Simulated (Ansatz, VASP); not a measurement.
# WC (Qusongite) in two plane-wave programs, part 2 of 2

Wanted: the spread between two codes on one cell, functional and k mesh. The cell is taken from a series of runs on this material, whose earlier steps may have relaxed, scaled, displaced or heated it; both programs get it as it stands.

VASP 6.6.1 and Ansatz 0.2.0.

So far: Set-up; VASP: zone-centre phonons, PBEsol.

### Step 3. Ansatz: zone-centre phonons, PBEsol

Level of this step: Ansatz beside VASP: Kohn-Sham DFT, plane waves, PBEsol (Ansatz).

Ansatz runs on its PAW soft_1 files.

The same cell, functional, mesh and smearing now go to Ansatz, which takes its cutoff from its data sets.

The input, input.yaml:

```yaml
crystal:
  lattice:
    - [2.8406237404, 0.0, 0.0]
    - [-1.4203118702, 2.4600523218, 0.0]
    - [0.0, 0.0, 2.8503301886]
  atoms:
    - { symbol: C, position: [0.6666666667, 0.3333333333, 0.5] }
    - { symbol: W, position: [0.0, 0.0, 0.0] }
kpoints:
  mp_grid: { grid: [18, 18, 16] }
hamiltonian:
  xc: pbesol
  pseudopotentials: { kind: paw, azcp: { folder: soft_1 }, xc_functional: pbe }
scf:
  occupations: { method: methfessel_paxton, width: 0.2 }
output:
  eigenvalues: true
phonons:
  method: dfpt
```

Command:

```
ansatz run input.yaml --threads 4 --pin off --max-ram 10240MiB --backend cpu --events-out ev --progress --plain --runs-dir out
```

Numbers of over 12 decimals in the logs are rounded to 6 here.

Output:

```text
zone centre: on kpoints.mp_grid the ground state, and the responses unless they are solved on pairs of k-points, stand on 819 of the mesh's 5184 k-points, reduced under 4 symmetry operations, with k and −k counted as one. Each operation leaves every solved displacement unchanged or reverses it
Engine: ansatz 0.2.0, x86_64-unknown-linux-gnu
Pseudopotentials: kind: paw
Pseudopotential: C, paw, valence charge 4, recommended cutoff 420 eV (normal), soft_1/C.paw.azcp
Pseudopotential: W, paw, valence charge 14, recommended cutoff 420 eV (normal), soft_1/W.paw.azcp
Functional definition: PBEsol
  exchange = pbesol_x
  correlation = pbesol_c
Crystal: 2 atoms, lattice volume = 19.918 Å³
Basis set: ecut = 420 eV, 405 PW (Γ), exchange–correlation on 40×40×40 points (8 copies of the dense FFT grid, shifted against one another)
Bands: 13, of which v1, the nominal top of the filled ones, is band 9 counted from 1 (8 counted from 0)
Symmetry: 12 space group operations
k-points: 819 of 5184 (irreducible under 4 space group operations, time reversal used)
Non-local potential: C, projectors of the file, l = 0: 2, l = 1: 2, l = 2: 1
Non-local potential: W, projectors of the file, l = 0: 3, l = 1: 2, l = 2: 2, l = 3: 1
PAW form: soft (Blöchl's): semilocal exchange-correlation on the pseudo side does not see the compensation charge
PAW frozen core: C, regenerated for the run's functional, and the local potential with it (the file was generated under x = pbe(κ = 0.804, μ = 0.219515), c = pbe(β = 0.066725))
PAW frozen core: W, regenerated for the run's functional, and the local potential with it (the file was generated under x = pbe(κ = 0.804, μ = 0.219515), c = pbe(β = 0.066725))
PAW one-centre angular grid: C, 110 points (default); XC on 64 Gauss nodes
PAW one-centre angular grid: W, 590 points (default); XC on 64 Gauss nodes
Initial density: superposition of atomic densities (chi_scale 0.1, normalization cell, long waves kept (reshape's long-wave potential 0.00 eV rms))
Initial wavefunctions: pseudopotential atomic-orbital guess
Functional: x = pbesol(κ = 0.804, μ = 0.123457), c = pbesol(β = 0.046)
SCF iter   1: F=—  HF=-10505.873532 eV  |F-HF|=—  |Δ(HF+E_count)|=         —  Δρ=1.32e-1  dr2=4.57e0  ethr=3.10e-3  ⟨swp⟩=5.0  Hψ=53634  notcnv=0
preconditioner: auto → none  [metal: Δε(μ)=0.009 eV  Ē_g=11.130 eV  σ=0.200 eV  W_gap=0.04  n_scr=8 (ndim 8)  ℏωp=26.3 eV  f_vac=0.000  D(μ)=0.16/eV (n_scr^D=0)  sad-step TF]
SCF iter   2: F=—  HF=-10505.307848 eV  |F-HF|=—  |Δ(HF+E_count)|=   5.66e-1  S|Δr|=    0.00e0  Δρ=9.37e-2  dr2=2.37e0  ethr=3.10e-3  ⟨swp⟩=2.0  Hψ=20376  notcnv=0
SCF iter   3: F=—  HF=-10504.698576 eV  |F-HF|=—  |Δ(HF+E_count)|=   6.09e-1  S|Δr|=    0.00e0  Δρ=8.56e-3  dr2=1.53e-2  ethr=3.10e-3  ⟨swp⟩=2.2  Hψ=18256  notcnv=0
SCF iter   4: F=—  HF=-10504.697168 eV  |F-HF|=—  |Δ(HF+E_count)|=   1.41e-3  S|Δr|=    0.00e0  Δρ=1.08e-3  dr2=1.04e-4  ethr=8.49e-5  ⟨swp⟩=1.0  Hψ=17119  notcnv=0
SCF iter   5: F=—  HF=-10504.697244 eV  |F-HF|=—  |Δ(HF+E_count)|=   7.59e-5  S|Δr|=    0.00e0  Δρ=1.76e-4  dr2=3.39e-6  ethr=5.77e-7  ⟨swp⟩=2.3  Hψ=16765  notcnv=0
SCF iter   6: F=—  HF=-10504.697243 eV  |F-HF|=—  |Δ(HF+E_count)|=   2.75e-7  S|Δr|=    0.00e0  Δρ=3.30e-5  dr2=1.18e-7  ethr=1.88e-8  ⟨swp⟩=2.5  Hψ=17420  notcnv=0
SCF iter   7: F=—  HF=-10504.697243 eV  |F-HF|=—  |Δ(HF+E_count)|=   2.02e-7  S|Δr|=    0.00e0  Δρ=5.09e-6  dr2=2.15e-9  ethr=6.57e-10  ⟨swp⟩=2.5  Hψ=16184  notcnv=0
SCF iter   8: F=—  HF=-10504.697243 eV  |F-HF|=—  |Δ(HF+E_count)|=  1.07e-10  S|Δr|=    0.00e0  Δρ=5.55e-7  dr2=2.53e-11  ethr=1.20e-11  ⟨swp⟩=2.4  Hψ=15822  notcnv=0
SCF iter   9: F=-10504.697243 eV  HF=-10504.697243 eV  |F-HF|=1.82e-12  |Δ(HF+E_count)|=  5.46e-12  S|Δr|=    0.00e0  Δρ=3.75e-8  dr2=2.72e-13  ethr=1.00e-12  ⟨swp⟩=5.0  Hψ=40274  notcnv=0
SCF 1 converged in 9 iterations: F = -10504.697243 eV  dr2 = 2.72e-13
  greatest PAW one-centre occupation: 0.999 electrons in one spin orbital (limit 2), on the W atom at site 1 (counted from 0), in its partial waves of l = 0
DFPT response loops at Γ: preconditioner auto → Kerker (q_TF=auto, 2.683 Å⁻¹) (partly filled bands, converged f_vac=0.000); β = 1.00, the filter's whole step (`scf.mixing.beta` (0.50) is not read by the response loops under this deck's `scf.mixing.preconditioner`; to damp them name `kerker` or `kerker_dos`, under which they read `scf.mixing.beta`, and type it under 1.00, their step now; both keys bind the ground state too); Broyden in place of MSR1
SCF converged after 9 iterations
Stability not checked: this state was not tested for a lower state beside it, because cold or Methfessel-Paxton smearing, or corrected tetrahedra, fill the levels in a way that the test cannot read (fill_not_monotonic; see scf.lower_state_search)
Free energy (F): -10504.697243 eV
Harris-Foulkes:  -10504.697243 eV  (|F-HF|=1.82e-12)
Internal energy: -10504.697917 eV  (E = F + TS)
E sigma→0 (E₀):  -10504.697412 eV
Entropy (-TS):   0.000674 eV (0.337 meV/atom)
Fermi energy:    21.268258 eV
Step filling:    the computed levels leave a gap of 0.0466 eV = 0.2 smearing widths at the electron count; against every level under it full and every level over it empty, smearing changes F+E_penalty+E_count by +0.467 meV and its σ→0 estimate by +0.299 meV
--- Per-component energies (eV) ---
  E_band       = -46.496645
  E_kinetic    = 512.683636
  E_local      = -572.564087  (includes V_loc(G=0)·N_el)
  E_nonlocal   = 0.033978
  E_hartree    = 238.702186
  E_xc         = -314.948377
  E_vxc        = -291.962270  (∫ρ·V_xc dr)
  E_paw        = -8547.242574  (= ΣΔE_a)
  E_vpaw       = -172.092442  (= ΣTr[D̂ρ^β])
  E_aug_tail   = 0.000162  (compensation charges beyond the density's cutoff)
  E_ewald      = -1821.605799
  E_core_change = 0.242958  (= ΣΔE_core)
  E_smearing   = 0.000674  (= −TS)
  E_closure    = 0.000000  (closes the sum)
  Σ components = -10504.697243   (vs F -10504.697243, Δ=0.00e0)
--- Band table (eV; the first three rows and the last of 819) ---
  k-point 0: bands = [... 5 lower, 16.6549, 17.9640, 17.9640, 21.1244, 24.6463, 24.6463, 27.0247, 27.0247]
  k-point 1: bands = [... 5 lower, 16.6005, 18.0076, 18.0076, 21.1239, 24.2972, 24.2972, 27.2415, 27.2415]
  k-point 2: bands = [... 5 lower, 16.3976, 18.1356, 18.1356, 21.1944, 23.5605, 23.5605, 27.5568, 27.5568]
  k-point 818: bands = [... 5 lower, 14.7020, 15.3933, 19.2423, 19.8910, 26.3766, 27.1382, 27.7958, 31.1902]
--- Phonons (Γ-DFPT): 4 representative perturbations + reference, on 819 of 5184 k-points (Σ response iterations 12) ---
  k mesh reduced under 4 symmetry operations, with k and −k counted as one. Each operation leaves every solved displacement unchanged or reverses it
  ASR residual: 2.063e-5 → 0.000e0 eV/Å²; symmetrization residual: 1.434e-6 eV/Å²
  ASR residual per site (eV/Å²): 2.06e-5 1.28e-5
  Γ frequencies (cm⁻¹): 0.00 0.00 0.00 611.62 642.50 642.50
  non-analytic LO–TO correction: not included (Born effective charges unavailable; polar crystals: no LO–TO splitting at Γ)
```

### Step 4. Comparison

Known differences besides the potentials themselves: the data sets hold 18 valence electrons in Ansatz (on its PAW soft_1 files) and 10 in VASP; the cutoff is 420 eV in Ansatz and 600 eV in VASP; Ansatz makes its cores anew for this functional, VASP keeps those of its PBE data sets. Total energies have different zeros and are not compared.

Both answers:

| quantity | Ansatz | VASP | difference |
| --- | --- | --- | --- |
| optical mode 1 (cm⁻¹) | 611.6 | 621.5 | -1.59 % |
| optical mode 2 to 3 (cm⁻¹) | 642.5 | 650.1 | -1.17 % |

Modes are paired by rising frequency, not by their patterns, so a pair may set unlike modes beside each other; they are those without the splitting of longitudinal modes.

### Step 5. Outcome

```yaml
r_m_s_difference_of_the_optical_zone_centre_modes_each_program_s_sorted_by_frequency_zone_centre_phonons_pbesol: 8.4 cm⁻¹
difference_in_optical_mode_1_zone_centre_phonons_pbesol: -1.6 %
```

In words: The r.m.s. difference of the optical zone-centre modes, each program's sorted by frequency is 8.4 cm⁻¹ (zone-centre phonons, PBEsol). The data sets hold unlike numbers of valence electrons (18 in Ansatz and 10 in VASP), so part of the differences comes from the potentials. Among the rows given in per cent, the largest difference of the zone-centre phonons, PBEsol pair is in optical mode 1, -1.6 %. Such differences can come from data sets, numerical settings and the points named under the comparisons, not from the functional's error against experiment.

[Lines on the potential files, build, host, timing and source positions are cut from VASP's logs without a mark.]

[Logs are printed without paths, hosts, clocks, repeated set-up lines and the standing remarks that a program may print on its own settings, such as how far it seeks lower states.]

[Hosts, paths, dates, database ids (printed as entryN), source tags and the programs' standing remarks are cut or masked in the printed files.]
